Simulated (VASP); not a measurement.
Computed with r2SCAN meta-GGA, VASP's PBE PAW potentials (set 64) (plane waves; VASP).

A VASP calculation is set up with these files.

File POSCAR:
```
Tb
1.0
  1.8356922876  -3.1795118286   0.0000000000
  1.8356922876   3.1795118286   0.0000000000
  0.0000000000   0.0000000000   5.6036528858
Tb
2
Cartesian
  1.8356922876   1.0598393959   1.4009132214
  1.8356922876  -1.0598393959   4.2027396644
```

File KPOINTS:
```
Automatic mesh
0
gamma
10 10 6
```

### INCAR
```
LWAVE = .FALSE.
SIGMA = 0.1
ISIF = 2   # forces and stress, cell fixed
EDIFF = 1E-7   # SCF stop (eV)
ENCUT = 480   # plane-wave cut-off (eV)
LASPH = .TRUE.   # aspherical one-centre terms
PREC = Accurate
ALGO = Normal   # blocked Davidson
ISMEAR = 1
LREAL = .FALSE.   # projection in real space or not
LMAXMIX = 6
METAGGA = R2SCAN
LMIXTAU = .TRUE.
NELM = 100
LCHARG = .FALSE.
SYSTEM = Tb
```

POTCAR, in this order: Tb_3 (PBE.64 set). Program: vasp_std.

The 4f electrons are frozen in the core of the lanthanide potential, so 4f levels, which can set the real gap, and their magnetism are missing.

Task: Predict the energy per atom (σ→0), band gap (on the k-mesh).

Result: 
```
Quantity                                                    Result
------------------------  ----------------------------------------
energy per atom (σ→0)                              -31.222 eV/atom
band gap (on the k-mesh)  none (metal, semimetal or under 0.01 eV)
```

File OSZICAR:
```
...
DAV:  27    -0.624435661728E+02    0.26594E-05   -0.18942E-07  1510   0.500E-03    0.605E-03
DAV:  28    -0.624435690254E+02   -0.28526E-05   -0.76776E-08   778   0.289E-03    0.224E-03
DAV:  29    -0.624435666984E+02    0.23269E-05   -0.28299E-08   763   0.216E-03    0.139E-03
DAV:  30    -0.624435663066E+02    0.39184E-06   -0.20043E-08   758   0.119E-03    0.785E-04
DAV:  31    -0.624435668202E+02   -0.51364E-06   -0.32774E-09   748   0.589E-04    0.266E-04
DAV:  32    -0.624435665814E+02    0.23885E-06   -0.11833E-09   758   0.371E-04    0.591E-05
DAV:  33    -0.624435666192E+02   -0.37829E-07   -0.45557E-10   758   0.171E-04
   1 F= -.62443567E+02 E0= -.62444044E+02  d E =0.143235E-02
```

The compound is Tb in the hcp structure. It was relaxed first.
